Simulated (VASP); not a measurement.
## Band edges against the vacuum: InP(110)

Where do the bulk band edges lie against the vacuum outside InP(110)?

Main program and level: VASP 6.6.1; PBE; plane waves and PAW (In, P).

### Step 1. Starting point

It takes space group F-43m (No. 216, cubic). Conventional cell: a = 5.870 Å, b = 5.870 Å, c = 5.870 Å, α = 90.00°, β = 90.00°, γ = 90.00°. In has 4 P at 2.54 Å nearest. Nearest to P lie 4 In at 2.54 Å. Farther neighbours are not listed.

### Step 2. Relaxing the bulk crystal

The later steps need the crystal at this functional's own lattice; a raised cutoff keeps the stress reliable while the cell changes.

Contents of INCAR:

```
SYSTEM = InP
PREC = Accurate
ENCUT = 350
EDIFF = 1E-06
NELM = 120
ISMEAR = 0
SIGMA = 0.03
LREAL = .FALSE.
ALGO = Normal
GGA = PE
NBANDS = 10
LORBIT = 11
LWAVE = .FALSE.
LCHARG = .FALSE.
KPAR = 4
IBRION = 2
NSW = 40
ISIF = 3
EDIFFG = -0.02
POTIM = 0.4
```

Contents of POSCAR:

```
InP
1.0
    0.0000000000      2.9350000000      2.9350000000
    2.9350000000      0.0000000000      2.9350000000
    2.9350000000      2.9350000000      0.0000000000
In P
1 1
Direct
    0.0000000000      0.0000000000      0.0000000000
    0.2500000000      0.2500000000      0.2500000000
```

Contents of KPOINTS:

```
Automatic mesh
0
Gamma
6 6 6
0 0 0
```

The projector-augmented-wave data sets are In and P (PBE family, release 64).

Launch:

```bash
mpirun -np 4 vasp_std
```

Output:

```text
[banner, memory and clock lines left out]
running    4 mpi-ranks, on    1 nodes
 distrk:  each k-point on    1 cores,    4 groups
 distr:  one band on    1 cores,    1 groups

 POSCAR found type information on POSCAR InP
 POSCAR found :  2 types and       2 ions
 LDA part: xc-table for (Slater+PW92), standard interpolation
 POSCAR, INCAR and KPOINTS ok, starting setup
 FFT: planning ... GRIDC
 FFT: planning ... GRID_SOFT
 FFT: planning ... GRID
 WAVECAR not read
 entering main loop
       N       E                     dE             d eps       ncg     rms          rms(c)
DAV:   1     0.133156477586E+02    0.13316E+02   -0.25183E+03   320   0.450E+02
DAV:   2    -0.797013976576E+01   -0.21286E+02   -0.20920E+02   434   0.817E+01
DAV:   3    -0.872658018753E+01   -0.75644E+00   -0.75555E+00   386   0.160E+01
DAV:   4    -0.873212139869E+01   -0.55412E-02   -0.55403E-02   412   0.165E+00
DAV:   5    -0.873217438615E+01   -0.52987E-04   -0.52986E-04   406   0.147E-01    0.595E+00
DAV:   6    -0.834878288245E+01    0.38339E+00   -0.89900E-01   340   0.336E+00    0.349E+00
DAV:   7    -0.828983933575E+01    0.58944E-01   -0.25025E-01   354   0.198E+00    0.136E+00
DAV:   8    -0.828564627097E+01    0.41931E-02   -0.19151E-02   348   0.681E-01    0.280E-01
DAV:   9    -0.828575168942E+01   -0.10542E-03   -0.12697E-03   376   0.176E-01    0.142E-01
DAV:  10    -0.828596737588E+01   -0.21569E-03   -0.33030E-04   344   0.105E-01    0.182E-02
DAV:  11    -0.828598160030E+01   -0.14224E-04   -0.33126E-05   422   0.277E-02    0.179E-02
DAV:  12    -0.828598372529E+01   -0.21250E-05   -0.71209E-06   348   0.134E-02    0.378E-03
DAV:  13    -0.828598358738E+01    0.13791E-06   -0.23647E-07   206   0.275E-03
   1 F= -.82859836E+01 E0= -.82859836E+01  d E =-.828598E+01
 curvature:   0.00 expect dE= 0.000E+00 dE for cont linesearch  0.000E+00
 trial: gam= 0.00000 g(F)=  0.245E-48 g(S)=  0.127E+00 ort = 0.000E+00 (trialstep = 0.100E+01)
 search vector abs. value=  0.127E+00
 bond charge predicted
       N       E                     dE             d eps       ncg     rms          rms(c)
DAV:   1    -0.842634907796E+01   -0.14037E+00   -0.22253E+00   330   0.663E+00    0.170E+00
DAV:   2    -0.834639528021E+01    0.79954E-01   -0.21600E-01   338   0.193E+00    0.865E-01
DAV:   3    -0.833153214041E+01    0.14863E-01   -0.51136E-02   340   0.965E-01    0.249E-01
DAV:   4    -0.832950281926E+01    0.20293E-02   -0.27508E-03   356   0.237E-01    0.140E-01
DAV:   5    -0.832907328576E+01    0.42953E-03   -0.89138E-04   342   0.132E-01    0.102E-01
DAV:   6    -0.832907648022E+01   -0.31945E-05   -0.17306E-05   378   0.268E-02    0.102E-01
DAV:   7    -0.832908649043E+01   -0.10010E-04   -0.38329E-06   346   0.929E-03    0.621E-02
DAV:   8    -0.832909828487E+01   -0.11794E-04   -0.19534E-05   334   0.208E-02    0.496E-02
DAV:   9    -0.832909759545E+01    0.68942E-06   -0.16231E-06   340   0.604E-03
   2 F= -.83290976E+01 E0= -.83290976E+01  d E =-.431140E-01
 trial-energy change:   -0.043114  1 .order   -0.047023   -0.127356    0.033311
 step:   0.7666(harm=  0.7927)  dis= 0.00000  next Energy=    -8.333035 (dE=-0.471E-01)
 bond charge predicted
       N       E                     dE             d eps       ncg     rms          rms(c)
DAV:   1    -0.833815947130E+01   -0.90612E-02   -0.12421E-01   330   0.160E+00    0.403E-01
DAV:   2    -0.833383428105E+01    0.43252E-02   -0.11074E-02   338   0.439E-01    0.208E-01
DAV:   3    -0.833303149722E+01    0.80278E-03   -0.29084E-03   340   0.230E-01    0.614E-02
DAV:   4    -0.833294161274E+01    0.89884E-04   -0.13448E-04   350   0.540E-02    0.390E-02
DAV:   5    -0.833292175243E+01    0.19860E-04   -0.57413E-05   328   0.323E-02    0.253E-02
DAV:   6    -0.833292184288E+01   -0.90450E-07   -0.10747E-06   248   0.682E-03
   3 F= -.83329218E+01 E0= -.83329218E+01  d E =-.469383E-01
 curvature:  -0.39 expect dE=-0.118E-05 dE for cont linesearch -0.118E-05
 trial: gam=-0.00486 g(F)=  0.139E-47 g(S)=  0.303E-05 ort = 0.622E-03 (trialstep = 0.953E+00)
 search vector abs. value=  0.172E-09
 reached required accuracy - stopping structural energy minimisation
```

The job ended after 4 s (4 MPI ranks of Intel Xeon 6975P-C (Granite Rapids), shared host; peak memory 0.6 GiB; 14 s of CPU time).

The logs omit lines about the potential files and the build; timing stands in the text.

From OUTCAR (step 2):

```text
ion  position               nearest neighbor table
   1  0.000  0.000  0.000-   2 2.54   2 2.54   2 2.54   2 2.54
   2  0.250  0.250  0.250-   1 2.54   1 2.54   1 2.54   1 2.54

  LATTYP: Found a face centered cubic cell.
 ALAT       =     5.8700000000

 Subroutine GETGRP returns: Found 24 space group operations
 (whereof 24 operations were pure point group operations)

The static configuration has the point symmetry T_d .

 Found     16 irreducible k-points:

   k-points           NKPTS =     16   k-points in BZ     NKDIM =     16   number of bands    NBANDS=     10

   dimension x,y,z NGX =    28 NGY =   28 NGZ =   28
   dimension x,y,z NGXF=    56 NGYF=   56 NGZF=   56

   ENCUT  =  350.0 eV  25.72 Ry    5.07 a.u.   6.33  6.33  6.33*2*pi/ulx,y,z

   NELECT =       8.0000    total number of electrons

 k-points in reciprocal lattice and weights: Automatic mesh
   0.00000000  0.00000000  0.00000000       0.005
   0.16666667  0.00000000  0.00000000       0.037
   0.33333333  0.00000000  0.00000000       0.037
   0.50000000  0.00000000  0.00000000       0.019
   0.16666667  0.16666667  0.00000000       0.028
   0.33333333  0.16666667  0.00000000       0.111
   0.50000000  0.16666667  0.00000000       0.111
  -0.33333333  0.16666667  0.00000000       0.111
  -0.16666667  0.16666667  0.00000000       0.056
[...]
-0.33333333  0.33333333  0.16666667       0.111
  -0.33333333  0.50000000  0.16666667       0.056

 average (electrostatic) potential at core
       1 -38.8021       2 -84.5810

 E-fermi :   3.4344

 k-point     1 :       0.0000    0.0000    0.0000
  band No.  band energies     occupation
      1      -7.8031      2.00000
      2       3.2386      2.00000
      3       3.2386      2.00000
      4       3.2386      2.00000
      5       3.6181      0.00000
      6       7.3597      0.00000
      7       7.3597      0.00000
      8       7.3597      0.00000
      9      11.5356      0.00000
    ...

 k-point     2 :       0.1667    0.0000    0.0000
  band No.  band energies     occupation
      1      -7.5525      2.00000
      2       1.0833      2.00000
      3       2.9686      2.00000
      4       2.9686      2.00000
      5       4.8284      0.00000
      6       7.6558      0.00000
      7       7.7629      0.00000
      8       7.7629      0.00000
      9      11.7334      0.00000
    ...

 k-point     3 :       0.3333    0.0000    0.0000
  band No.  band energies     occupation
      1      -6.9100      2.00000
      2      -1.0955      2.00000
      3       2.5444      2.00000
      4       2.5444      2.00000
      5       4.7549      0.00000
      6       8.1012      0.00000
      7       8.1012      0.00000
      8       9.2919      0.00000
      9      11.9771      0.00000
    ...

  Total        0.0072395      0.0072395      0.0072395     -0.0000000      0.0000000      0.0000000
  in kB        0.2149253      0.2149253      0.2149253     -0.0000000      0.0000000      0.0000000
  external PRESSURE =       0.2149253 kB  Pullay stress =       0.0000000 kB

  energy-cutoff  :      350.00
  volume of cell :       53.97
      direct lattice vectors                 reciprocal lattice vectors
    -0.000000000  2.999393837  2.999393837    -0.166700349  0.166700349  0.166700349
     2.999393837  0.000000000  2.999393837     0.166700349 -0.166700349  0.166700349
     2.999393837  2.999393837 -0.000000000     0.166700349  0.166700349 -0.166700349

 POSITION                                       TOTAL-FORCE (eV/Angst)
 -----------------------------------------------------------------------------------
      0.00000      0.00000      0.00000        -0.000000     -0.000000     -0.000000
      1.49970      1.49970      1.49970         0.000000      0.000000      0.000000
 -----------------------------------------------------------------------------------
    total drift:                                0.000000      0.000000     -0.000000

  FREE ENERGIE OF THE ION-ELECTRON SYSTEM (eV)
  ---------------------------------------------------
  free  energy   TOTEN  =        -8.3329218429 eV

  energy  without entropy=       -8.3329218429  energy(sigma->0) =       -8.33292184

 reached required accuracy - stopping structural energy minimisation

 total charge
# of ion       s       p       d       tot
------------------------------------------
    1        1.177   1.360   0.215   2.751
    2        1.036   1.464   0.000   2.500
--------------------------------------------------
tot          2.214   2.823   0.215   5.252

[... 3 further parts left out ...]
```

CONTCAR:

```
InP
   1.00000000000000
    -0.0000000000000000    2.9993938374946385    2.9993938374946385
     2.9993938374946385    0.0000000000000000    2.9993938374946385
     2.9993938374946385    2.9993938374946385   -0.0000000000000000
  In              P
     1     1
Direct
     0.0000000000000000    0.0000000000000000    0.0000000000000000
     0.2500000000000000    0.2500000000000000    0.2500000000000000
```

The data set In keeps the semicore shell frozen, which is cheaper and a little less accurate. The run keeps the 24 symmetry operations of its start, so it cannot find a distortion of lower symmetry.

The steps of the relaxation:

```
step  energy less that of the first step (eV)  largest force (eV/Å)  pressure (GPa)  volume (Å³)
   1                                   0.0000                0.0000            4.70        50.57
   2                                  -0.0431                0.0000           -1.13        55.03
   3                                  -0.0469                0.0000            0.02        53.97
```

```
conventional cell, symmetrised  before  after  change
                         a (Å)   5.870  5.999  +2.2 %
                         b (Å)   5.870  5.999  +2.2 %
                         c (Å)   5.870  5.999  +2.2 %
              volume (Å³/atom)   25.28  26.98  +6.7 %
```

Final coordinates:

```xyz
2
Lattice="0.0000 2.9994 2.9994 2.9994 0.0000 2.9994 2.9994 2.9994 0.0000" Properties=species:S:1:pos:R:3 pbc="T T T"
In    0.0000    0.0000    0.0000
P     1.4997    1.4997    1.4997
```

This step gave:

| Item | Value |
| --- | --- |
| electronic cycles | 28 |
| electrons | 8 |
| free energy (TOTEN) | -8.333 eV |
| Fermi energy | 3.434 eV |

The run ended after 3 ionic steps, 0.047 eV below its first step, once forces and stress met EDIFFG = -0.02.

### Step 3. Relax the host again, on a new basis

The volume changed by more than 5 %, so the plane waves of the start no longer fit; a second relaxation removes that error.

INCAR: that of step 2 with these lines changed.

```diff
@@ -16,3 +16,3 @@
 IBRION = 2
-NSW = 40
+NSW = 30
 ISIF = 3
```

Contents of POSCAR:

```
InP
1.0
    0.0000000000      2.9993938375      2.9993938375
    2.9993938375      0.0000000000      2.9993938375
    2.9993938375      2.9993938375      0.0000000000
In P
1 1
Direct
    0.0000000000      0.0000000000      0.0000000000
    0.2500000000      0.2500000000      0.2500000000
```

KPOINTS is that of step 2.

Launch:

```bash
mpirun -np 4 vasp_std
```

Output:

```text
[... set-up lines as in an earlier step ...]
 entering main loop
       N       E                     dE             d eps       ncg     rms          rms(c)
DAV:   1     0.118809236394E+02    0.11881E+02   -0.24255E+03   328   0.446E+02
DAV:   2    -0.778114147955E+01   -0.19662E+02   -0.18498E+02   378   0.787E+01
DAV:   3    -0.873955366032E+01   -0.95841E+00   -0.95705E+00   392   0.177E+01
DAV:   4    -0.874659304043E+01   -0.70394E-02   -0.70389E-02   392   0.189E+00
DAV:   5    -0.874667354711E+01   -0.80507E-04   -0.80505E-04   412   0.192E-01    0.537E+00
DAV:   6    -0.838245240147E+01    0.36422E+00   -0.94819E-01   332   0.335E+00    0.313E+00
DAV:   7    -0.833634403347E+01    0.46108E-01   -0.22683E-01   368   0.187E+00    0.127E+00
DAV:   8    -0.833286372613E+01    0.34803E-02   -0.18077E-02   348   0.661E-01    0.254E-01
DAV:   9    -0.833297393539E+01   -0.11021E-03   -0.14069E-03   354   0.177E-01    0.136E-01
DAV:  10    -0.833322581362E+01   -0.25188E-03   -0.37693E-04   344   0.110E-01    0.173E-02
DAV:  11    -0.833324277279E+01   -0.16959E-04   -0.38820E-05   418   0.295E-02    0.162E-02
DAV:  12    -0.833324529105E+01   -0.25183E-05   -0.64145E-06   348   0.132E-02    0.212E-03
DAV:  13    -0.833324517643E+01    0.11462E-06   -0.20837E-07   232   0.260E-03
   1 F= -.83332452E+01 E0= -.83332452E+01  d E =-.833325E+01
 curvature:   0.00 expect dE= 0.000E+00 dE for cont linesearch  0.000E+00
 trial: gam= 0.00000 g(F)=  0.755E-49 g(S)=  0.429E-05 ort = 0.000E+00 (trialstep = 0.100E+01)
 search vector abs. value=  0.429E-05
 reached required accuracy - stopping structural energy minimisation
```

The job ended after 2 s (4 MPI ranks; peak memory 0.57 GiB).

OUTCAR, selected parts (step 3):

```text
  LATTYP: Found a face centered cubic cell.
 ALAT       =     5.9987876750

The static configuration has the point symmetry T_d .

 Found     16 irreducible k-points:

   ENCUT  =  350.0 eV  25.72 Ry    5.07 a.u.   6.47  6.47  6.47*2*pi/ulx,y,z

   NELECT =       8.0000    total number of electrons

 E-fermi :   3.4341

 k-point     1 :       0.0000    0.0000    0.0000
  band No.  band energies     occupation
      1      -7.8032      2.00000
      2       3.2386      2.00000
      3       3.2386      2.00000
      4       3.2386      2.00000
      5       3.6178      0.00000
      6       7.3592      0.00000
      7       7.3592      0.00000
      8       7.3592      0.00000
      9      11.5333      0.00000
    ...

 k-point     2 :       0.1667    0.0000    0.0000
  band No.  band energies     occupation
      1      -7.5525      2.00000
      2       1.0832      2.00000
      3       2.9686      2.00000
      4       2.9686      2.00000
      5       4.8281      0.00000
      6       7.6551      0.00000
      7       7.7624      0.00000
      8       7.7624      0.00000
      9      11.7325      0.00000
    ...

  Total        0.0086068      0.0086068      0.0086068      0.0000000      0.0000000      0.0000000
  in kB        0.2555172      0.2555172      0.2555172      0.0000000      0.0000000      0.0000000
  external PRESSURE =       0.2555172 kB  Pullay stress =       0.0000000 kB

  energy-cutoff  :      350.00
  volume of cell :       53.97
      direct lattice vectors                 reciprocal lattice vectors
     0.000000000  2.999393837  2.999393837    -0.166700349  0.166700349  0.166700349
     2.999393837  0.000000000  2.999393837     0.166700349 -0.166700349  0.166700349
     2.999393837  2.999393837  0.000000000     0.166700349  0.166700349 -0.166700349

 POSITION                                       TOTAL-FORCE (eV/Angst)
 -----------------------------------------------------------------------------------
      0.00000      0.00000      0.00000        -0.000000      0.000000      0.000000
      1.49970      1.49970      1.49970         0.000000     -0.000000     -0.000000
 -----------------------------------------------------------------------------------
    total drift:                                0.000000      0.000000      0.000000

  FREE ENERGIE OF THE ION-ELECTRON SYSTEM (eV)
  ---------------------------------------------------
  free  energy   TOTEN  =        -8.3332451764 eV

  energy  without entropy=       -8.3332451764  energy(sigma->0) =       -8.33324518

 total charge
# of ion       s       p       d       tot
------------------------------------------
    1        1.177   1.360   0.215   2.751
    2        1.036   1.463   0.000   2.500
--------------------------------------------------
tot          2.214   2.823   0.215   5.251

[... 5 parts as in an earlier step ...]

[... 6 further parts left out ...]
```

Little changed from the start: no atom moved by 0.005 Å and no cell edge by 0.1 %.

This step gave:

```yaml
electronic_cycles: 13
```

The start already met the threshold, so nothing moved.

(Part 1 of 3 ends here.)

[Lines on the potential files, build, host, timing and source positions are cut from VASP's logs without a mark.]

[Logs are printed without paths, hosts, clocks, repeated set-up lines and the standing remarks that a program may print on its own settings, such as how far it seeks lower states.]

[Hosts, paths, dates, database ids (printed as entryN), source tags and the programs' standing remarks are cut or masked in the printed files.]

[Runs that stopped without an error message from VASP are left out.]
